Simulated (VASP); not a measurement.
A VASP calculation is set up with these files.

POSCAR:
```
Mg2SeS
1
    4.0989102434     0.0000000000     0.0000000000
    0.0000000000     4.0989102434     0.0000000000
   -0.0000000000     0.0000000000     5.7805318182
Mg Se S
2 1 1
Direct
  0.5000000000   0.0000000000   0.7370226107
  1.0000000000   0.5000000000   0.2629773893
  0.5000000000   0.5000000000   0.0000000000
  0.0000000000   0.0000000000   0.5000000000
```

**KPOINTS**
```
Automatic mesh
0
gamma
  6 6 5
0 0 0
```

**INCAR**
```
SYSTEM = Mg2SeS
PREC = Accurate; ENCUT = 400; LREAL = .FALSE.
LASPH = .TRUE.
EDIFF = 1E-7; NELM = 100; ALGO = Normal
LMAXMIX = 4
ISMEAR = -5
GGA = PS
ISIF = 2
LWAVE = .FALSE.; LCHARG = .TRUE.; LORBIT = 11
NEDOS = 601
```

POTCAR, in this order: Mg Se S (PBE.64 set). Program: vasp_std.

### Question
Write an equivalent input for Quantum ESPRESSO's pw.x.

### Answer
One equivalent input (not run):
```
&CONTROL
  calculation = 'scf'
  pseudo_dir = './pseudo'
  outdir = './out'
  tprnfor = .true.
  tstress = .true.
/
&SYSTEM
  ibrav = 0
  nat = 4
  ntyp = 3
  ecutwfc = 86
  occupations = 'tetrahedra'
  input_dft = 'pbesol'
/
&ELECTRONS
  conv_thr = 7.3e-09
  electron_maxstep = 100
/
ATOMIC_SPECIES
  Mg 24.305 Mg.upf
  Se 78.971 Se.upf
  S 32.060 S.upf
CELL_PARAMETERS angstrom
     4.0989102    0.0000000    0.0000000
     0.0000000    4.0989102    0.0000000
    -0.0000000    0.0000000    5.7805318
ATOMIC_POSITIONS crystal
  Mg   0.5000000  0.0000000  0.7370226
  Mg   1.0000000  0.5000000  0.2629774
  Se   0.5000000  0.5000000  0.0000000
  S    0.0000000  0.0000000  0.5000000
K_POINTS automatic
  6 6 5 0 0 0
```
What does not carry over: the potentials are each code's own (VASP's PAW set, PseudoDojo norm-conserving files in pw.x), so ENCUT and ecutwfc are chosen apart and not converted; conv_thr bounds pw.x's estimated SCF error, while EDIFF bounds the energy change between steps.

The structure comes from a computed database's Mg2SeS entry (P-4m2); how it stands against other phases isn't given here. It was relaxed first.
